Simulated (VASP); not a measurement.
Data:

```
CELL_PARAMETERS angstrom
      1.74302    -3.01900     0.00000
      1.74302     3.01900     0.00000
      0.00000     0.00000     5.82711
ATOMIC_POSITIONS crystal
  Ti 0.00000 0.00000 0.00000
  S  0.33333 0.66667 0.25000
  S  0.66667 0.33333 0.75000
```

Calculation: PBE GGA, VASP's PBE PAW potentials (set 64) (plane waves; VASP 6.6.1). Numerical set-up: 300 eV cut-off, 7×7×4 Γ-centred mesh, Fermi-Dirac smearing of 0.10 eV, potentials Ti_sv S.

Task: Give the energies of bands 7 to 15 at the high-symmetry points, in eV from the Fermi level.

Result: 
```
band      Γ      M      K      A      L      H
----  -----  -----  -----  -----  -----  -----
7     -4.97  -4.87  -4.00  -3.63  -4.96  -4.07
8     -2.59  -3.51  -3.80  -2.55  -4.19  -4.07
9     -2.59  -2.71  -3.80  -2.55  -2.63  -3.60
10    -0.09  -2.48  -2.49  -2.25  -2.63  -2.83
11     0.00  -2.47  -2.49  -0.15  -1.25  -2.11
12     0.00  -1.52  -2.23  -0.15  -1.22  -2.11
13     0.47   0.20   1.06   0.45   0.00   1.07
14     0.47   1.36   1.59   0.45   1.36   1.34
15     0.85   1.72   1.59   1.31   1.70   1.34
```

It has no gap at this level: it comes out as a metal or semimetal.

The structure is a typed TiS2 crystal (P-3m1). The cell was not relaxed at this level.
